## Why does one program give ZnS a wider gap than all the others?

**Question**

I have seven calculations of the band gap of zinc blende ZnS, with the same cell and the same density functional throughout. I thought that the choice of program would hardly matter, and for six of them it doesn't. The SIESTA run stands apart.

Band gaps of zinc blende ZnS from Kohn-Sham DFT with the PBE functional, without spin polarisation or spin-orbit coupling, for the same fixed two-atom cell. Gaps are taken on a 9×9×9 k mesh, with Fermi-Dirac or Gaussian smearing of 0.05 eV. The basis is given as the plane-wave cutoff or, for SIESTA, the orbital set.

| program | potentials | basis | gap (eV) | direct gap (eV) |
| --- | --- | --- | --- | --- |
| Ansatz | Ansatz PAW small core | 420 eV | 2.109 | 2.109 |
| VASP | VASP PAW PBE potentials, minimal, release 54 | 500 eV | 2.114 | 2.114 |
| Ansatz | SPMS NC | 816 eV | 2.114 | 2.114 |
| VASP | VASP PAW PBE potentials, hard | 900 eV | 2.114 | 2.114 |
| VASP | VASP PAW PBE potentials, recommended | 520 eV | 2.115 | 2.115 |
| VASP | VASP PAW PBE potentials, recommended, release 54 | 520 eV | 2.115 | 2.115 |
| SIESTA | PseudoDojo 0.4 standard, converted to PSML | TZP | 2.495 | 2.495 |

That run treats more electrons explicitly than most of the others, because its potentials keep the semicore shells of zinc in the valence. Is that the reason? Its gap is also the closest to experiment, so should I trust it more than the rest?

**Answer**

The extra electrons are not the reason by themselves, and the better match with experiment is an accident. The most likely cause is a poor zinc function in the SIESTA basis, which raises the bottom of the conduction band more than the top of the valence band.

Start with the six rows that agree. Their basis is a set of plane waves, and the energy in the basis column is the cutoff up to which waves are included. Plane waves cover all of space evenly and favour no atom or orbital. Once the cutoff is high enough, what remains is the difference between the potentials, here of the PAW or the norm-conserving (NC) kind. The cutoffs used are usual working values, not converged limits, so a little basis error may remain as well. These gaps span only 0.006 eV, too little to rank them. Three of the VASP rows use potentials with the same labels, though not all from the same release, and the hard one changes only the label for sulfur, so these are fewer than six independent confirmations. The hard row and both recommended rows used Gaussian smearing and the others Fermi-Dirac occupations, but at a gap of this size that makes no difference.

One of these rows also answers your question about the electrons. The Ansatz run with the SPMS potentials treats 26 electrons per cell, as many as the SIESTA run, and still gives 2.114 eV. The plane-wave runs with 18 electrons give practically the same. Semicore electrons in the valence therefore do not open the gap by themselves.

The SIESTA run builds its states from orbitals centred on the atoms. TZP means three radial functions for each valence orbital, plus polarisation functions. Such a basis is compact, but it is only as good as the shapes of its functions. This run reports that the zinc valence level from which its basis was made is off by 3.05 eV relative to the correct atomic level, while sulfur shows no such error. The run gives no warning beyond that. From tests on other systems, the makers of the data do caution that such a basis can be short over semicore shells, and that its valence orbitals are made in the semicore potential. That is not a finding from this run, but together with the level error it suggests that the semicore shells may matter indirectly, through the way the basis was made. I take the level to be Zn 4s, the valence level that lies above a semicore shell of the same kind.

Why should a poor Zn 4s function change the gap, rather than shift all levels together? The VASP runs place both edges of the gap at the centre of the Brillouin zone, where the valence top is threefold and the lowest conduction level is single. At this point the symmetry of the crystal keeps s functions apart from p functions. The threefold top is made mainly of sulfur 3p with some zinc 3d, and no s function can enter it. The single conduction level is the antibonding combination of zinc 4s and sulfur 3s.

The variational principle supplies the direction. For a given Hamiltonian, taking flexibility away from a basis can raise the levels but never lower them. Three limiting cases show what follows for the gap:

- If the basis is equally poor for both edges, both rise together and the gap stays.
- If it is poor only for the sulfur p functions, the valence top rises and the gap shrinks.
- If it is poor only for the zinc s function, the conduction edge rises and the gap opens.

The SIESTA row fits the third case, or a mixture in which the conduction edge rises more than the valence top. The gap alone can't tell these apart, since it gives only the distance between the edges. The argument is strict only for a fixed Hamiltonian. In a self-consistent run the density responds too, because zinc 4s also takes part in the filled bands.

A simple model shows whether the size is reasonable. Let $w$ be the weight of the zinc s function in the conduction edge and $\delta$ the energy by which its poor shape raises that function. To first order the edge then rises by

$$\Delta E \approx w\,\delta .$$

The state is shared between zinc and sulfur, so I assume $w \approx 0.5$. The SIESTA gap lies 0.381 eV above the plane-wave median, which requires $\delta \approx 0.381/0.5 \approx 0.76$ eV. That is a quarter of the reported level error, so the two are at least of a similar scale. More can't be read from the comparison, because a wrong level is not the same as a wrong shape: adding a constant to the atomic potential would move the level and leave the function perfect.

The model does not predict the shift, since $\delta$ was worked out from the very row it is meant to explain. Inserting the full level error instead would give $0.5 \times 3.05 \approx 1.5$ eV, four times too much. That is no contradiction, because the level error is not the energy cost of a poor shape. In the crystal, the other functions on zinc and its neighbours can also make up for part of a poor shape. The output printed below holds the estimate of $\delta$ and the comparisons between the rows.

The pressure shows that more than an empty band is affected. For the same cell SIESTA reports 3.3 GPa, against a mean of 1.7 GPa in the three plane-wave runs that print a pressure. Pressure depends on the filled states and the total energy. This also speaks against a k mesh that skipped the zone centre. Missing it by half a step would widen the gap by only about 0.24 eV, and in a crystal with filled bands it would hardly double the pressure. For practical work the higher pressure means that a lattice constant relaxed with this combination of basis and potentials would be suspect as well, not just the gap.

What these runs leave open is a contribution from the PseudoDojo potentials, which only the SIESTA row uses. Two calculations would separate the causes. A plane-wave run with the same potentials should return to about 2.11 eV if the basis is at fault. A series of SIESTA runs with better and better zinc functions should come down towards the same value. Until then, the result counts against this particular combination of basis and potentials, not against the program or atomic orbitals in general.

As for experiment, the measured gap is roughly 3.7 eV, so the plane-wave runs fall short by about 1.6 eV. Spin-orbit coupling and the motion of the atoms are left out here, but both would lower the calculated gap further. The shortfall is the familiar failure of PBE, which makes gaps too small and in ZnS also places the zinc 3d levels too high, where they push up the valence top. The SIESTA gap comes nearer to the measured one most likely because a basis error happens to act against the error of the functional. The agreement of the other six tells you that they solve the PBE problem consistently, not that PBE gives the right gap.

Numerical output:

```
Gap against the plane-wave median:
     row  electrons per cell  deviation in meV
  Ansatz                  18                -5
    VASP                  18                 0
  Ansatz                  26                 0
    VASP                  18                 0
    VASP                  18                 1
    VASP                  18                 1
  SIESTA                  26               381
Median gap of the six plane-wave rows, eV: 2.114
Spread of the six plane-wave rows, eV: 0.006
SIESTA gap above the plane-wave median, eV: 0.381
SIESTA excess in percent of the plane-wave median: 18.02
SIESTA excess over the plane-wave spread, ratio: 63.5
Gap of the 26-electron plane-wave row less mean of the 18-electron rows, eV: 0.0006
Error of the Zn valence level behind the SIESTA basis, eV: 3.053
Energy penalty of the Zn s function needed for the excess at half weight, eV: 0.762
Needed penalty as a share of the Zn level error: 0.2496
Rough rise of the gap if the mesh missed the zone centre by half a step, eV: 0.2385
Rough occupation of an edge level half a gap from the Fermi energy: 6.592e-10
Mean pressure of the three plane-wave rows that report it, GPa: 1.693
SIESTA pressure less that mean, GPa: 1.615
Rough shortfall of the plane-wave gap against experiment, eV: 1.586
Rough shortfall of the SIESTA gap against experiment, eV: 1.205
```
